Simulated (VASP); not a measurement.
The system is Ge.

```
CELL_PARAMETERS angstrom
0.00000 2.82891 2.82891
2.82891 0.00000 2.82891
2.82891 2.82891 0.00000
ATOMIC_POSITIONS crystal
Ge 0.00000 0.00000 0.00000
Ge 0.25000 0.25000 0.25000
```

* Program: VASP 6.6.1
* Task: relaxation of cell and atoms
* Functional: PBE
* Potentials or basis: VASP PAW PBE potentials, release 64 (Ge)
* Cutoff: 300 eV
* k mesh: 5 × 5 × 5
* Occupations: gaussian, width 0.03 eV
* Spin: no spin polarisation

At the start: pressure 4.4 GPa; volume 22.64 Å³/atom.

Task: How do energy, volume and symmetry change on relaxing?

Result: Over 4 steps the energy falls by 22.4 meV/atom and the volume is 24.25 Å³/atom (+7.1 %); space group Fd-3m (No. 227, to 0.05 Å).

Step by step:
```tsv
step	energy change (eV)	largest force (eV/Å)	pressure (GPa)	volume (Å³)
1	0.0000	0.0000	4.38	45.28
2	-0.0416	0.0000	-0.96	49.46
3	-0.0447	0.0000	-0.15	48.61
4	-0.0447	0.0000	0.00	48.49
```

Final structure:
```yaml
crystal:
  lattice:
    - [0.00000, 2.89435, 2.89435]
    - [2.89435, 0.00000, 2.89435]
    - [2.89435, 2.89435, 0.00000]
  atoms:
    - { symbol: Ge, position: [0.00000, 0.00000, 0.00000] }
    - { symbol: Ge, position: [0.25000, 0.25000, 0.25000] }
```

Caveat: the k mesh is coarse (spacing up to 0.38 Å⁻¹), so the values aren't converged.
